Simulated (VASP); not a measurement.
Output of a VASP run:

OSZICAR:
```
       N       E                     dE             d eps       ncg     rms          rms(c)
DAV:   1     0.184140791178E+01    0.18414E+01   -0.38814E+03   952   0.706E+02
DAV:   2    -0.143595408930E+01   -0.32774E+01   -0.32331E+01  1144   0.426E+01
DAV:   3    -0.145457752639E+01   -0.18623E-01   -0.18618E-01  1240   0.367E+00
DAV:   4    -0.145462845414E+01   -0.50928E-04   -0.50928E-04  1320   0.155E-01
DAV:   5    -0.145462853952E+01   -0.85372E-07   -0.85380E-07  1184   0.408E-03    0.771E+00
DAV:   6    -0.146312811782E+01   -0.84996E-02   -0.11045E-03  1104   0.312E-01    0.462E+00
DAV:   7    -0.146791740625E+01   -0.47893E-02   -0.23801E-03  1080   0.484E-01    0.528E-02
DAV:   8    -0.146792137695E+01   -0.39707E-05   -0.55468E-05  1024   0.736E-02    0.153E-02
DAV:   9    -0.146792306941E+01   -0.16925E-05   -0.58754E-06  1288   0.244E-02    0.348E-03
DAV:  10    -0.146792210359E+01    0.96582E-06   -0.23776E-06   968   0.122E-02
   1 F= -.14679221E+01 E0= -.14679426E+01  d E =-.146792E+01
```

File OUTCAR:
```
------------------------ aborting loop because EDIFF is reached ----------------------------------------
  FORCE on cell =-STRESS in cart. coord.  units (eV):
  Direction    XX          YY          ZZ          XY          YZ          ZX
  --------------------------------------------------------------------------------------
  Total       -0.0046883     -0.0046883     -0.0046883     -0.0000000     -0.0000000     -0.0000000
  in kB       -0.1883995     -0.1883995     -0.1883995     -0.0000000     -0.0000000     -0.0000000
  external PRESSURE =      -0.1883995 kB  Pullay stress =       0.0000000 kB
  volume of cell :       39.87
      direct lattice vectors                 reciprocal lattice vectors
     0.000000000  2.711473264  2.711473264    -0.184401597  0.184401597  0.184401597
     2.711473264  0.000000000  2.711473264     0.184401597 -0.184401597  0.184401597
     2.711473264  2.711473264  0.000000000     0.184401597  0.184401597 -0.184401597
 POSITION                                       TOTAL-FORCE (eV/Angst)
 -----------------------------------------------------------------------------------
      0.00000      0.00000      0.00000        -0.000000     -0.000000     -0.000000
 -----------------------------------------------------------------------------------
    total drift:                               -0.000000     -0.000000     -0.000000
  FREE ENERGIE OF THE ION-ELECTRON SYSTEM (eV)
  ---------------------------------------------------
  free  energy   TOTEN  =        -1.4679221036 eV

  energy  without entropy=       -1.4679834862  energy(sigma->0) =       -1.46794256

 reached required accuracy - stopping structural energy minimisation
```
(Selected blocks of OUTCAR.)

POSCAR:
```
Yb
1
    0.0000000000     2.7114732638     2.7114732638
    2.7114732638     0.0000000000     2.7114732638
    2.7114732638     2.7114732638     0.0000000000
Yb
1
Direct
  0.0000000000   0.0000000000   0.0000000000
```

Problem. Reconstruct the remaining input files.

Solution. One answer among several that fit: the input of the run itself, PBE GGA, plane waves, VASP's PBE PAW potentials (set 64).

INCAR:
```
SYSTEM = Yb
PREC = Accurate
ENCUT = 400
EDIFF = 1E-6
NELM = 100
ALGO = Normal
LREAL = .FALSE.
LASPH = .TRUE.
ISMEAR = 1
SIGMA = 0.1
GGA = PE
LMAXMIX = 6
LWAVE = .FALSE.
LCHARG = .FALSE.
IBRION = 2
ISIF = 3
NSW = 60
EDIFFG = -0.01
```

KPOINTS:
```
Automatic mesh
0
Gamma
11 11 11
0 0 0
```

POTCAR, in this order: Yb_2 (PBE.64 set). Program: vasp_std.

The 4f electrons are frozen in the core of the lanthanide potential, so 4f levels, which can set the real gap, and their magnetism are missing.

The compound is Yb in the fcc structure. It was relaxed first. The start is the result of an earlier pass.
